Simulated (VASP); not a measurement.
Method: PBE0 hybrid, VASP's PBE PAW potentials (set 64) (plane waves; VASP 6.6.1).

A VASP calculation is set up with these files.

File KPOINTS:
```
Automatic mesh
0
Gamma
6 6 6
0 0 0
```

### INCAR
```
ALGO=Normal   ! blocked Davidson
ISMEAR=0
LREAL=.False.   ! projection in real space or not
SIGMA=0.05   ! width (eV)
EDIFF=1E-6   ! SCF stop (eV)
PREC=Accurate
LASPH=.True.
HFRCUT=-1
PRECFOCK=Fast
LCHARG=.False.
LHFCALC=.True.
ISIF=2   ! forces and stress, cell fixed
ISYM=3
LWAVE=.False.
AEXX=0.25
SYSTEM=GaSb
NELM=60
ENCUT=520   ! plane-wave cut-off (eV)
GGA=PE   ! PBE
LMAXMIX=4   ! l cut-off of mixed one-centre charges
```

**POSCAR**
```
GaSb
4.4412970
  0.0000000000   0.7071067552   0.7071067552
  0.7071067552   0.0000000000   0.7071067552
  0.7071067552   0.7071067552   0.0000000000
Ga Sb
1 1
Cartesian
  0.0000000000   0.0000000000   0.0000000000
  0.3535533776   0.3535533776   0.3535533776
```

POTCAR, in this order: Ga_d Sb (PBE.64 set). Program: vasp_std. Read from the step before: WAVECAR.

The run wrote:

**OSZICAR**
```
       N       E                     dE             d eps       ncg     rms          rms(c)
DAV:   1    -0.971510090857E+01   -0.97151E+01   -0.22877E+00   557   0.172E+01    0.175E+01
DAV:   2    -0.973363384092E+01   -0.18533E-01   -0.80197E-02   627   0.341E+00    0.121E+01
DAV:   3    -0.973124716791E+01    0.23867E-02   -0.56536E-03   543   0.120E+00    0.741E+00
DAV:   4    -0.973028558153E+01    0.96159E-03   -0.76449E-04   459   0.365E-01    0.443E+00
DAV:   5    -0.972999847472E+01    0.28711E-03   -0.27609E-04   446   0.140E-01    0.263E+00
DAV:   6    -0.972992896901E+01    0.69506E-04   -0.77748E-05   512   0.704E-02    0.156E+00
DAV:   7    -0.972990895075E+01    0.20018E-04   -0.15467E-05   489   0.367E-02    0.931E-01
DAV:   8    -0.972990352770E+01    0.54231E-05   -0.41734E-06   471   0.189E-02    0.553E-01
DAV:   9    -0.972990316276E+01    0.36494E-06   -0.16435E-06   446   0.953E-03
   1 F= -.97299032E+01 E0= -.97299032E+01  d E =-.732907E-14
```

### OUTCAR
```
------------------------ aborting loop because EDIFF is reached ----------------------------------------
  FORCE on cell =-STRESS in cart. coord.  units (eV):
  Direction    XX          YY          ZZ          XY          YZ          ZX
  --------------------------------------------------------------------------------------
  Total       -1.4752167     -1.4752167     -1.4752167     -0.0000000     -0.0000000      0.0000000
  in kB      -38.1550488    -38.1550488    -38.1550488     -0.0000000     -0.0000000      0.0000000
  external PRESSURE =     -38.1550488 kB  Pullay stress =       0.0000000 kB
  volume of cell :       61.95
      direct lattice vectors                 reciprocal lattice vectors
     0.000000000  3.140471111  3.140471111    -0.159211781  0.159211781  0.159211781
     3.140471111  0.000000000  3.140471111     0.159211781 -0.159211781  0.159211781
     3.140471111  3.140471111  0.000000000     0.159211781  0.159211781 -0.159211781
  FREE ENERGIE OF THE ION-ELECTRON SYSTEM (eV)
  ---------------------------------------------------
  free  energy   TOTEN  =        -9.7299031628 eV

  energy  without entropy=       -9.7299031628  energy(sigma->0) =       -9.72990316

  exchange ACFDT corr.  =         0.00000000  see jH, gK, PRB 81, 115126
```
(Selected blocks of OUTCAR.)

OUTCAR:
```
 val. band max:        3.4128892687   @ k =   0.0000   0.0000   0.0000

 cond. band min:       4.1668679834   @ k =   0.0000   0.0000   0.0000


 Fermi energy:         3.6613953168

 k-point     1 :       0.0000    0.0000    0.0000
  band No.  band energies     occupation
      1     -14.2618      2.00000
      2     -14.2618      2.00000
      3     -14.2618      2.00000
      4     -14.2209      2.00000
      5     -14.2209      2.00000
      6      -8.7251      2.00000
      7       3.4129      2.00000
      8       3.4129      2.00000
      9       3.4129      2.00000
     10       4.1669      0.00000
     11       7.5304      0.00000
     12       7.5304      0.00000
     13       7.5304      0.00000

 k-point     2 :       0.1667    0.0000    0.0000
  band No.  band energies     occupation
      1     -14.2651      2.00000
      2     -14.2598      2.00000
      3     -14.2598      2.00000
      4     -14.2211      2.00000
      5     -14.2211      2.00000
      6      -8.4420      2.00000
      7       0.6094      2.00000
      8       3.0317      2.00000
      9       3.0317      2.00000
     10       5.3990      0.00000
     11       8.0553      0.00000
     12       8.0553      0.00000
     13       8.5257      0.00000

 k-point     3 :       0.3333    0.0000    0.0000
  band No.  band energies     occupation
      1     -14.2713      2.00000
      2     -14.2561      2.00000
      3     -14.2561      2.00000
      4     -14.2212      2.00000
      5     -14.2212      2.00000
      6      -7.7000      2.00000
      7      -2.0150      2.00000
      8       2.4847      2.00000
      9       2.4847      2.00000
     10       5.0486      0.00000
     11       8.5334      0.00000
     12       8.5334      0.00000
     13      11.1215      0.00000

 k-point     4 :       0.5000    0.0000    0.0000
  band No.  band energies     occupation
      1     -14.2746      2.00000
      2     -14.2544      2.00000
      3     -14.2544      2.00000
...
```

Unless said otherwise, spin-orbit coupling is left out, though it shifts the bands of the heavy elements here.

The compound is GaSb in the zinc blende structure. This cell is one point of a volume scan, at 1.03 of the reference volume. The cell's shape comes from a PBE relaxation.
